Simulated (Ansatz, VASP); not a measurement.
## Hf (Hafnium) in two plane-wave programs

One calculation is typed for both programs; each brings its own data sets. How far apart do they land? The cell is taken from a series of runs on this material, whose earlier steps may have relaxed, scaled, displaced or heated it; both programs get it as it stands.

Main program and level: Ansatz 0.2.0; plane waves, with VASP 6.6.1 beside it; zone-centre phonons at LDA.

### Step 1. Set-up

It takes space group P6_3/mmc (No. 194, hexagonal). The conventional cell has a = 3.160 Å, b = 3.160 Å, c = 4.742 Å, α = 90.00°, β = 90.00°, γ = 120.00°. Nearest to Hf lie 12 Hf at 2.99 to 3.16 Å.

Coordinates:

```xyz
2
Lattice="3.1596 0.0000 0.0000 -1.5798 2.7363 0.0000 0.0000 0.0000 4.7419" Properties=species:S:1:pos:R:3 pbc="T T T"
Hf    0.0000    1.8242    1.1855
Hf    1.5798    0.9121    3.5564
```

### Step 2. VASP: zone-centre phonons, LDA

Second derivatives magnify differences that forces hide, and they need a tight electronic threshold.

Lines of VASP's logs that name or quote its potential files are left out, and so is its time.

File INCAR:

```
SYSTEM = Hf
PREC = Accurate
ENCUT = 500
EDIFF = 1E-08
NELM = 120
ISMEAR = 1
SIGMA = 0.2
LREAL = .FALSE.
ALGO = Normal
GGA = PW92
NBANDS = 16
LASPH = .TRUE.
LORBIT = 11
LWAVE = .FALSE.
LCHARG = .FALSE.
ISIF = 2
IBRION = 8
GGA_COMPAT = .FALSE.
KPAR = 2
```

File POSCAR:

```
Hf
1.0
    3.1595801472      0.0000000000      0.0000000000
   -1.5797900736      2.7362766728      0.0000000000
    0.0000000000      0.0000000000      4.7418533359
Hf
2
Direct
    0.3333333211      0.6666666545      0.2500000000
    0.6666666545      0.3333333211      0.7500000000
```

File KPOINTS:

```
Automatic mesh
0
Gamma
15 15 8
0 0 0
```

Potentials, in the order of the species: Hf_pv (LDA family, release 64).

The run is started by

```
$ mpirun -np 2 vasp_std
```

Numbers of over 12 decimals in the logs are rounded to 6 here.

Output:

```text
[banner, memory and clock lines left out]
running    2 mpi-ranks, on    1 nodes
 distrk:  each k-point on    1 cores,    2 groups
 distr:  one band on    1 cores,    1 groups

 POSCAR found type information on POSCAR Hf
 POSCAR found :  1 types and       2 ions
|                                                                             |
|               ----> ADVICE to this user running VASP <----                  |
|                                                                             |
|     You enforced a specific xc type in the INCAR file but a different       |
|     [... a line on the potential file left out ...]
|     I HOPE YOU KNOW WHAT YOU ARE DOING!                                     |
|                                                                             |

 LDA part: xc-table for (Slater(with rela. corr.)+PW92), standard interpolation
 POSCAR, INCAR and KPOINTS ok, starting setup
 FFT: planning ... GRIDC
 FFT: planning ... GRID_SOFT
 FFT: planning ... GRID
 WAVECAR not read
 entering main loop
       N       E                     dE             d eps       ncg     rms          rms(c)
DAV:   1     0.445312354245E+02    0.44531E+02   -0.11484E+04  4360   0.117E+03
DAV:   2    -0.206109021086E+02   -0.65142E+02   -0.63827E+02  5784   0.246E+02
DAV:   3    -0.220089957275E+02   -0.13981E+01   -0.13879E+01  5576   0.253E+01
DAV:   4    -0.220190139673E+02   -0.10018E-01   -0.10016E-01  5288   0.255E+00
DAV:   5    -0.220191247217E+02   -0.11075E-03   -0.11075E-03  5600   0.224E-01    0.692E+01
DAV:   6    -0.215187007299E+02    0.50042E+00   -0.42465E-01  5088   0.435E+00    0.409E+01
DAV:   7    -0.213385300143E+02    0.18017E+00   -0.68129E-01  5304   0.531E+00    0.191E+00
DAV:   8    -0.213301436816E+02    0.83863E-02   -0.42399E-02  4856   0.145E+00    0.349E-01
DAV:   9    -0.213302221344E+02   -0.78453E-04   -0.92768E-04  5928   0.222E-01    0.176E-01
DAV:  10    -0.213302184206E+02    0.37138E-05   -0.48912E-05  5016   0.499E-02    0.204E-01
DAV:  11    -0.213302150091E+02    0.34115E-05   -0.54175E-06  5760   0.157E-02    0.610E-03
DAV:  12    -0.213302149894E+02    0.19692E-07   -0.41917E-07  5264   0.434E-03    0.768E-03
DAV:  13    -0.213302149744E+02    0.14936E-07   -0.39896E-08  5272   0.143E-03    0.785E-04
DAV:  14    -0.213302149750E+02   -0.58662E-09   -0.13853E-09  3096   0.310E-04
   1 F= -.21330215E+02 E0= -.21331745E+02  d E =0.458915E-02
 Linear response reoptimize wavefunctions to high precision
DAV:   1    -0.213302149748E+02    0.18349E-09   -0.14700E-10  3424   0.106E-04
DAV:   2    -0.213302149748E+02    0.40927E-11   -0.23679E-11  2680   0.385E-05
 Linear response DOF=           2
 Linear response progress:
  Degree of freedom:   1/  2
       N       E                     dE             d eps       ncg     rms          rms(c)
RMM:   1    -0.198886252312E+00   -0.19889E+00    0.46362E+00 18627   0.118E+01
RMM:   2    -0.203598273634E+00   -0.47120E-02   -0.38281E-02 27659   0.121E+00    0.625E-01
RMM:   3    -0.202909661302E+00    0.68861E-03   -0.42042E-03 34591   0.252E-01    0.125E-01
RMM:   4    -0.202588884739E+00    0.32078E-03   -0.50172E-04 41159   0.864E-02    0.198E-01
RMM:   5    -0.202228148912E+00    0.36074E-03   -0.85219E-05 38562   0.354E-02    0.154E-02
RMM:   6    -0.202146845313E+00    0.81304E-04   -0.86994E-05 42685   0.138E-02    0.303E-02
RMM:   7    -0.202154394059E+00   -0.75487E-05   -0.57457E-05 38201   0.689E-03    0.440E-02
RMM:   8    -0.202144708603E+00    0.96855E-05   -0.14774E-05 39363   0.320E-03    0.896E-03
RMM:   9    -0.202144543988E+00    0.16462E-06   -0.16058E-05 42199   0.942E-04    0.504E-03
RMM:  10    -0.202144848044E+00   -0.30406E-06   -0.81298E-06 41656   0.463E-04    0.372E-04
RMM:  11    -0.202144600806E+00    0.24724E-06   -0.45470E-06 41600   0.316E-04    0.527E-04
RMM:  12    -0.202144589742E+00    0.11065E-07   -0.24552E-06 41557   0.195E-04    0.386E-05
RMM:  13    -0.202144645206E+00   -0.55465E-07   -0.15746E-06 40177   0.156E-04    0.842E-05
RMM:  14    -0.202144664998E+00   -0.19792E-07   -0.86182E-07 40539   0.140E-04    0.331E-05
RMM:  15    -0.202144663382E+00    0.16167E-08   -0.61773E-07 37407   0.131E-04    0.221E-05
RMM:  16    -0.202144672648E+00   -0.92661E-08   -0.41114E-07 35647   0.128E-04    0.583E-06
RMM:  17    -0.202144674766E+00   -0.21180E-08   -0.34520E-07 31798   0.126E-04    0.654E-06
RMM:  18    -0.202144674496E+00    0.26956E-09   -0.26200E-07 29822   0.125E-04    0.394E-06
RMM:  19    -0.202144678140E+00   -0.36440E-08   -0.24881E-07 30056   0.125E-04    0.344E-06
RMM:  20    -0.202144677242E+00    0.89873E-09   -0.21346E-07 27813   0.124E-04    0.281E-06
RMM:  21    -0.202144677563E+00   -0.32114E-09   -0.20864E-07 26889   0.124E-04    0.276E-06
RMM:  22    -0.202144677303E+00    0.25999E-09   -0.19426E-07 26243   0.124E-04    0.260E-06
RMM:  23    -0.202144677026E+00    0.27691E-09   -0.20223E-07 25666   0.124E-04    0.267E-06
 first order change of Fermi-energy  -0.46852E-05
 force on displaced ion       1 direction 1 :  -2.064  -0.000   0.000
 Linear response progress:
  Degree of freedom:   2/  2
       N       E                     dE             d eps       ncg     rms          rms(c)
RMM:   1    -0.235875308952E+00   -0.23588E+00    0.50323E+00  6425   0.123E+01
RMM:   2    -0.245604625283E+00   -0.97293E-02   -0.43693E-02  9556   0.124E+00    0.769E-01
RMM:   3    -0.244917261462E+00    0.68736E-03   -0.34630E-03 11176   0.279E-01    0.255E-01
RMM:   4    -0.244657530861E+00    0.25973E-03    0.57736E-04 13223   0.946E-02    0.208E-01
RMM:   5    -0.244492905747E+00    0.16463E-03   -0.36796E-05 13118   0.448E-02    0.500E-02
RMM:   6    -0.244422493469E+00    0.70412E-04    0.84868E-05 11274   0.174E-02    0.336E-02
RMM:   7    -0.244447491534E+00   -0.24998E-04    0.15773E-05 12782   0.717E-03    0.623E-03
RMM:   8    -0.244446708175E+00    0.78336E-06    0.45705E-05 13570   0.283E-03    0.322E-03
RMM:   9    -0.244439756746E+00    0.69514E-05    0.27154E-05 13583   0.127E-03    0.108E-03
RMM:  10    -0.244439904985E+00   -0.14824E-06    0.14679E-05 12825   0.585E-04    0.448E-04
RMM:  11    -0.244439935439E+00   -0.30454E-07    0.10958E-05 13023   0.286E-04    0.828E-05
RMM:  12    -0.244440250964E+00   -0.31552E-06    0.58441E-06 13961   0.166E-04    0.727E-05
RMM:  13    -0.244440292696E+00   -0.41733E-07    0.38964E-06 13826   0.126E-04    0.349E-05
RMM:  14    -0.244440417425E+00   -0.12473E-06    0.19329E-06 13852   0.109E-04    0.154E-05
RMM:  15    -0.244440480890E+00   -0.63464E-07    0.81474E-07 13565   0.103E-04    0.274E-06
RMM:  16    -0.244440493403E+00   -0.12513E-07    0.37849E-07 12351   0.988E-05    0.179E-06
RMM:  17    -0.244440483613E+00    0.97895E-08    0.33432E-07  9383   0.969E-05    0.473E-07
RMM:  18    -0.244440497939E+00   -0.14326E-07    0.13708E-07  8835   0.962E-05    0.133E-06
RMM:  19    -0.244440498190E+00   -0.25069E-09    0.68325E-08  8168   0.958E-05    0.422E-07
 first order change of Fermi-energy  -0.13334E-03
 force on displaced ion       1 direction 3 :  -0.000  -0.000  -7.002
 Linear response finished
```

From OUTCAR (step 2):

```text
ion  position               nearest neighbor table
   1  0.333  0.667  0.250-   2 2.99   2 2.99   2 2.99   2 2.99   2 2.99   2 2.99
   2  0.667  0.333  0.750-   1 2.99   1 2.99   1 2.99   1 2.99   1 2.99   1 2.99

  LATTYP: Found a hexagonal cell.
 ALAT       =     3.1595801472
 C/A-ratio  =     1.5007859003

 Subroutine GETGRP returns: Found 24 space group operations
 (whereof 12 operations were pure point group operations)

The static configuration has the point symmetry D_3d.
 The point group associated with its full space group is D_6h.

 Found    135 irreducible k-points:

   k-points           NKPTS =    135   k-points in BZ     NKDIM =    135   number of bands    NBANDS=     16

   dimension x,y,z NGX =    24 NGY =   24 NGZ =   36
   dimension x,y,z NGXF=    48 NGYF=   48 NGZF=   72

   ENCUT  =  500.0 eV  36.75 Ry    6.06 a.u.   5.76  5.76  8.65*2*pi/ulx,y,z

   NELECT =      20.0000    total number of electrons

 k-points in reciprocal lattice and weights: Automatic mesh
   0.00000000  0.00000000  0.00000000       0.001
   0.06666667  0.00000000  0.00000000       0.003
   0.13333333  0.00000000  0.00000000       0.003
   0.20000000  0.00000000  0.00000000       0.003
   0.26666667  0.00000000  0.00000000       0.003
   0.33333333  0.00000000  0.00000000       0.003
   0.40000000  0.00000000  0.00000000       0.003
   0.46666667  0.00000000  0.00000000       0.003
   0.06666667  0.06666667  0.00000000       0.003
[...]
0.33333333  0.26666667  0.50000000       0.007
   0.33333333  0.33333333  0.50000000       0.001

 average (electrostatic) potential at core
       1 -36.8022       2 -36.8022

  Total        0.0002385      0.0002385      1.8927412     -0.0000000     -0.0000000      0.0000000
  in kB        0.0093192      0.0093192     73.9714804     -0.0000000     -0.0000000      0.0000000
  external PRESSURE =      24.6633729 kB  Pullay stress =       0.0000000 kB

  energy-cutoff  :      500.00
  volume of cell :       41.00
      direct lattice vectors                 reciprocal lattice vectors
     3.159580147  0.000000000  0.000000000     0.316497748  0.182730060  0.000000000
    -1.579790074  2.736276673  0.000000000     0.000000000  0.365460120  0.000000000
     0.000000000  0.000000000  4.741853336     0.000000000  0.000000000  0.210888007

 POSITION                                       TOTAL-FORCE (eV/Angst)
 -----------------------------------------------------------------------------------
     -0.00000      1.82418      1.18546         0.000000     -0.000000     -0.000000
      1.57979      0.91209      3.55639        -0.000000      0.000000      0.000000
 -----------------------------------------------------------------------------------
    total drift:                                0.000011      0.000019      0.000000

 Eigenvectors and eigenvalues of the dynamical matrix
 ----------------------------------------------------

   1 f  =    4.379066 THz    27.514486 2PiTHz  146.069932 cm-1    18.110355 meV
             X         Y         Z           dx          dy          dz
     -0.000000  1.824184  1.185463    -0.000000    0.000000   -0.707107
      1.579790  0.912092  3.556390     0.000000    0.000000    0.707107

   2 f  =    2.377487 THz    14.938191 2PiTHz   79.304429 cm-1     9.832492 meV
             X         Y         Z           dx          dy          dz
     -0.000000  1.824184  1.185463     0.000000    0.707107   -0.000000
      1.579790  0.912092  3.556390     0.000000   -0.707107    0.000000

   3 f  =    2.377487 THz    14.938191 2PiTHz   79.304429 cm-1     9.832492 meV
             X         Y         Z           dx          dy          dz
     -0.000000  1.824184  1.185463     0.707107   -0.000000   -0.000000
      1.579790  0.912092  3.556390    -0.707107    0.000000    0.000000

   4 f  =    0.000000 THz     0.000000 2PiTHz    0.000001 cm-1     0.000000 meV
             X         Y         Z           dx          dy          dz
     -0.000000  1.824184  1.185463     0.706255    0.034690    0.000000
      1.579790  0.912092  3.556390     0.706255    0.034690    0.000000

   5 f  =    0.000000 THz     0.000000 2PiTHz    0.000000 cm-1     0.000000 meV
             X         Y         Z           dx          dy          dz
     -0.000000  1.824184  1.185463     0.000000    0.000000    0.707107
      1.579790  0.912092  3.556390    -0.000000    0.000000    0.707107

   6 f/i=    0.000000 THz     0.000000 2PiTHz    0.000001 cm-1     0.000000 meV
             X         Y         Z           dx          dy          dz
     -0.000000  1.824184  1.185463    -0.034690    0.706255   -0.000000
      1.579790  0.912092  3.556390    -0.034690    0.706255    0.000000

 ELASTIC MODULI CONTR FROM IONIC RELAXATION (kBar)
 Direction    XX          YY          ZZ          XY          YZ          ZX
 --------------------------------------------------------------------------------
 XX        -182.4313    182.4313     -0.0000      0.0000     -0.0000      0.0000
 YY         182.4313   -182.4313      0.0000     -0.0000     -0.0000      0.0000
 ZZ          -0.0000      0.0000     -0.0000      0.0000     -0.0000      0.0000
 XY           0.0000     -0.0000      0.0000   -182.4313      0.0000      0.0000
 YZ          -0.0000     -0.0000     -0.0000      0.0000     -0.0000      0.0000
 ZX           0.0000      0.0000      0.0000      0.0000      0.0000      0.0000
 --------------------------------------------------------------------------------
```

(Part 1 of 2 ends here.)

[Lines on the potential files, build, host, timing and source positions are cut from VASP's logs without a mark.]

[Logs are printed without paths, hosts, clocks, repeated set-up lines and the standing remarks that a program may print on its own settings, such as how far it seeks lower states.]

[Hosts, paths, dates, database ids (printed as entryN), source tags and the programs' standing remarks are cut or masked in the printed files.]
